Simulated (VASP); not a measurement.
Calculation: PBEsol GGA, VASP's PBE PAW potentials (set 64) (plane waves; VASP).

Input for VASP

**INCAR**
```
# general
SYSTEM  = K2Pt
PREC    = Accurate
ENCUT   = 300
LREAL   = .FALSE.
LASPH   = .TRUE.

# electronic loop
EDIFF   = 1E-6
NELM    = 100
ALGO    = Normal
LMAXMIX = 6

# smearing
ISMEAR  = 0
SIGMA   = 0.01

# functional
GGA     = PS

# ions
ISIF    = 2

# output
LWAVE   = .FALSE.
LCHARG  = .FALSE.
```

### POSCAR
```
K2Pt
1
    0.0000000000     3.7814650000     3.7814650000
    3.7814650000     0.0000000000     3.7814650000
    3.7814650000     3.7814650000     0.0000000000
K Pt
2 1
Direct
  0.7500000000   0.7500000000   0.7500000000
  0.2500000000   0.2500000000   0.2500000000
  0.0000000000   0.0000000000   0.0000000000
```

### KPOINTS
```
Automatic mesh
0
Gamma
5 5 5
0 0 0
```

POTCAR, in this order: K_sv Pt (PBE.64 set). Program: vasp_std.

Output of the run:

OSZICAR:
```
       N       E                     dE             d eps       ncg     rms          rms(c)
DAV:   1     0.134197078533E+03    0.13420E+03   -0.98181E+03   368   0.883E+02
DAV:   2    -0.218247140264E+00   -0.13442E+03   -0.13107E+03   482   0.274E+02
DAV:   3    -0.917500794477E+01   -0.89568E+01   -0.89182E+01   578   0.557E+01
DAV:   4    -0.940255329847E+01   -0.22755E+00   -0.22737E+00   476   0.852E+00
DAV:   5    -0.941048678735E+01   -0.79335E-02   -0.79333E-02   512   0.110E+00    0.559E+00
DAV:   6    -0.886976835469E+01    0.54072E+00   -0.27783E+00   388   0.667E+00    0.549E+00
DAV:   7    -0.880896491836E+01    0.60803E-01   -0.26097E-01   590   0.266E+00    0.316E+00
DAV:   8    -0.877948549359E+01    0.29479E-01   -0.10085E-01   386   0.194E+00    0.433E-01
DAV:   9    -0.878240049112E+01   -0.29150E-02   -0.96575E-03   512   0.529E-01    0.186E-01
DAV:  10    -0.878343882785E+01   -0.10383E-02   -0.10465E-03   366   0.182E-01    0.812E-02
DAV:  11    -0.878404484699E+01   -0.60602E-03   -0.11297E-03   412   0.147E-01    0.273E-02
DAV:  12    -0.878406672439E+01   -0.21877E-04   -0.18413E-04   438   0.579E-02    0.132E-02
DAV:  13    -0.878407053947E+01   -0.38151E-05   -0.50251E-05   346   0.329E-02    0.689E-03
DAV:  14    -0.878407000986E+01    0.52960E-06   -0.48185E-06   382   0.951E-03
   1 F= -.87840700E+01 E0= -.87840700E+01  d E =-.117327E-13
```

### OUTCAR
```
------------------------ aborting loop because EDIFF is reached ----------------------------------------
  FORCE on cell =-STRESS in cart. coord.  units (eV):
  Direction    XX          YY          ZZ          XY          YZ          ZX
  --------------------------------------------------------------------------------------
  Total       -0.5011804     -0.5011804     -0.5011804      0.0000000      0.0000000     -0.0000000
  in kB       -7.4249656     -7.4249656     -7.4249656      0.0000000      0.0000000     -0.0000000
  external PRESSURE =      -7.4249656 kB  Pullay stress =       0.0000000 kB
  volume of cell :      108.15
      direct lattice vectors                 reciprocal lattice vectors
     0.000000000  3.781465000  3.781465000    -0.132223887  0.132223887  0.132223887
     3.781465000  0.000000000  3.781465000     0.132223887 -0.132223887  0.132223887
     3.781465000  3.781465000  0.000000000     0.132223887  0.132223887 -0.132223887
 POSITION                                       TOTAL-FORCE (eV/Angst)
 -----------------------------------------------------------------------------------
      5.67220      5.67220      5.67220        -0.000000     -0.000000     -0.000000
      1.89073      1.89073      1.89073         0.000000      0.000000      0.000000
      0.00000      0.00000      0.00000        -0.000000      0.000000      0.000000
 -----------------------------------------------------------------------------------
    total drift:                                0.000000     -0.000000      0.000000
  FREE ENERGIE OF THE ION-ELECTRON SYSTEM (eV)
  ---------------------------------------------------
  free  energy   TOTEN  =        -8.7840700099 eV

  energy  without entropy=       -8.7840700099  energy(sigma->0) =       -8.78407001
```
(Selected blocks of OUTCAR.)

At this cut-off the stress carries a Pulay error, which pulls relaxed volumes low.

The structure comes from a computed database's K2Pt entry (Fm-3m); how it stands against other phases isn't given here. The cell was not relaxed at this level.
